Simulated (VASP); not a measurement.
NbTe: equation of state with PBEsol

Crystal: NbTe.

```
CELL_PARAMETERS angstrom
3.70297 0.00000 0.00000
-1.85149 3.20687 0.00000
0.00000 0.00000 3.69421
ATOMIC_POSITIONS crystal
Te 0.66667 0.33333 0.00000
Nb 0.00000 0.00000 0.50000
```

The cell comes from a database or a generator and needn't be the stable form of this composition.

| Quantity | Value |
| --- | --- |
| Program | VASP 6.6.1 |
| Task | equation of state |
| Functional | PBEsol |
| Potentials or basis | VASP PAW PBE potentials, release 64 (Te, Nb_sv) |
| Cutoff | 520 eV |
| k mesh | 8 × 8 × 7 |
| Occupations | fermi-dirac, width 0.05 eV |
| Spin | no spin polarisation |

* Equilibrium volume: 21.01 Å³/atom
* Bulk modulus at fixed shape and positions: 136 GPa
* Pressure derivative of the bulk modulus: 4.7

Energy against volume, from the lowest point:
| volume (Å³/atom) | energy (meV/atom) |
| --- | --- |
| 20.618 | 3.19 |
| 21.057 | 0.00 |
| 21.496 | 4.48 |
| 21.934 | 15.80 |
| 22.373 | 33.17 |
| 22.812 | 55.95 |
| 23.250 | 83.50 |

All runs of the series together: 2.6 min on 1 thread of AMD EPYC 7R43 64-Core Processor (Zen 3) (shared host).

Caveat: the cell was scaled at fixed shape and fractional positions, which overstates the stiffness of a crystal with free parameters, most of all of layers and chains; the PAW data sets were made with another functional, which shifts forces and pressure a little. Spin-orbit coupling is left out, which matters for the levels of Te.
